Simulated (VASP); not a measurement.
Output of a VASP run:

### OSZICAR
```
       N       E                     dE             d eps       ncg     rms          rms(c)
DAV:   1     0.814344231620E+02    0.81434E+02   -0.68431E+03   442   0.113E+03
DAV:   2    -0.362933218498E+01   -0.85064E+02   -0.81402E+02   602   0.158E+02
DAV:   3    -0.928291100360E+01   -0.56536E+01   -0.55823E+01   557   0.463E+01
DAV:   4    -0.938011410886E+01   -0.97203E-01   -0.97095E-01   478   0.731E+00
DAV:   5    -0.938275104144E+01   -0.26369E-02   -0.26369E-02   561   0.126E+00    0.130E+01
DAV:   6    -0.937457827721E+01    0.81728E-02   -0.14735E-02   477   0.857E-01    0.815E+00
DAV:   7    -0.937491713240E+01   -0.33886E-03   -0.29073E-02   482   0.123E+00    0.282E-01
DAV:   8    -0.937455286456E+01    0.36427E-03   -0.49309E-03   442   0.454E-01    0.125E-01
DAV:   9    -0.937458204818E+01   -0.29184E-04   -0.14555E-04   602   0.919E-02    0.989E-02
DAV:  10    -0.937461640020E+01   -0.34352E-04   -0.40796E-05   442   0.460E-02    0.219E-02
DAV:  11    -0.937461342262E+01    0.29776E-05   -0.12061E-05   457   0.245E-02    0.108E-02
DAV:  12    -0.937461354461E+01   -0.12198E-06   -0.13741E-06   271   0.792E-03
   1 F= -.10729107E+02 E0= -.10729107E+02  d E =-.107291E+02
       N       E                     dE             d eps       ncg     rms          rms(c)
DAV:   1    -0.937425092744E+01    0.36250E-03   -0.45984E-02   447   0.113E+00    0.132E-01
DAV:   2    -0.937403943914E+01    0.21149E-03   -0.90056E-04   477   0.201E-01    0.716E-02
DAV:   3    -0.937393868752E+01    0.10075E-03   -0.24444E-04   487   0.929E-02    0.388E-02
DAV:   4    -0.937394053988E+01   -0.18524E-05   -0.18177E-05   507   0.276E-02    0.323E-02
DAV:   5    -0.937394113412E+01   -0.59424E-06   -0.20023E-06   256   0.109E-02
   2 F= -.10730564E+02 E0= -.10730564E+02  d E =-.145720E-02
       N       E                     dE             d eps       ncg     rms          rms(c)
DAV:   1    -0.937217352298E+01    0.17670E-02   -0.25980E-01   442   0.268E+00    0.320E-01
DAV:   2    -0.937093063885E+01    0.12429E-02   -0.51620E-03   477   0.479E-01    0.169E-01
DAV:   3    -0.937033772944E+01    0.59291E-03   -0.13998E-03   482   0.221E-01    0.940E-02
DAV:   4    -0.937034683925E+01   -0.91098E-05   -0.10186E-04   497   0.654E-02    0.780E-02
DAV:   5    -0.937035059063E+01   -0.37514E-05   -0.13829E-05   467   0.269E-02    0.243E-02
DAV:   6    -0.937035188969E+01   -0.12991E-05   -0.24529E-06   332   0.112E-02    0.645E-03
DAV:   7    -0.937035204944E+01   -0.15975E-06   -0.31479E-07   226   0.455E-03
   3 F= -.10732184E+02 E0= -.10732184E+02  d E =-.307676E-02
```

File OUTCAR:
```
------------------------ aborting loop because EDIFF is reached ----------------------------------------
 Edisp (eV)   -1.36183
  FORCE on cell =-STRESS in cart. coord.  units (eV):
  Direction    XX          YY          ZZ          XY          YZ          ZX
  --------------------------------------------------------------------------------------
  Total      -0.01124    -0.01124     0.02191     0.00000    -0.00000    -0.00000
  in kB      -0.18598    -0.18598     0.36242     0.00000    -0.00000    -0.00000
  external pressure =       -0.00 kB  Pullay stress =        0.00 kB
  volume of cell :       96.84
      direct lattice vectors                 reciprocal lattice vectors
     2.163173728 -3.746726529  0.000000000     0.231141860 -0.133449825  0.000000000
     2.163173728  3.746726529  0.000000000     0.231141860  0.133449825 -0.000000000
     0.000000000  0.000000000  5.974190757     0.000000000  0.000000000  0.167386687
 POSITION                                       TOTAL-FORCE (eV/Angst)
 -----------------------------------------------------------------------------------
      2.77306     -2.69037      3.98280         0.002387      0.004135     -0.000000
      3.10657      0.00000      0.00000        -0.004774     -0.000000     -0.000000
      2.77306      2.69037      1.99139         0.002387     -0.004135      0.000000
 -----------------------------------------------------------------------------------
    total drift:                               -0.000189     -0.000395      0.000015
  FREE ENERGIE OF THE ION-ELECTRON SYSTEM (eV)
  ---------------------------------------------------
  free  energy   TOTEN  =       -10.7321839223 eV

  energy  without entropy=      -10.7321839223  energy(sigma->0) =      -10.73218392

 reached required accuracy - stopping structural energy minimisation
```
(Selected blocks of OUTCAR.)

File POSCAR:
```
Te
1
    2.1817272815    -3.7788622183    -0.0000000000
    2.1817272815     3.7788622183     0.0000000000
    0.0000000000     0.0000000000     5.9027176742
Te
3
Direct
  0.0000000000   0.2828327473   0.6666670000
  0.7171672527   0.7171672527   0.0000000000
  0.2828327473   0.0000000000   0.3333330000
```

**Question.** Write an INCAR and KPOINTS that could have produced this output.

**Answer.** This is not unique; one that fits is the input of the run itself, PBE GGA with D3 dispersion (Becke-Johnson damping), plane waves, VASP's PBE PAW potentials (set 64).

KPOINTS:
```
Automatic mesh
0
G
5 5 4
0 0 0
```

INCAR:
```
SYSTEM = Te
PREC = Accurate; ENCUT = 520; LREAL = F
LASPH = T
EDIFF = 1E-6; NELM = 100; ALGO = Normal
LMAXMIX = 4
ISMEAR = 0; SIGMA = 0.05
GGA = PE; IVDW = 12
IBRION = 2; NSW = 60; ISIF = 3
EDIFFG = -0.02
LWAVE = F; LCHARG = F
```

POTCAR, in this order: Te (PBE.64 set). Program: vasp_std.

The compound is Te in the trig structure. This run relaxes it. Symmetry was kept, so distortions that lower it aren't found. The start is the result of an earlier pass.
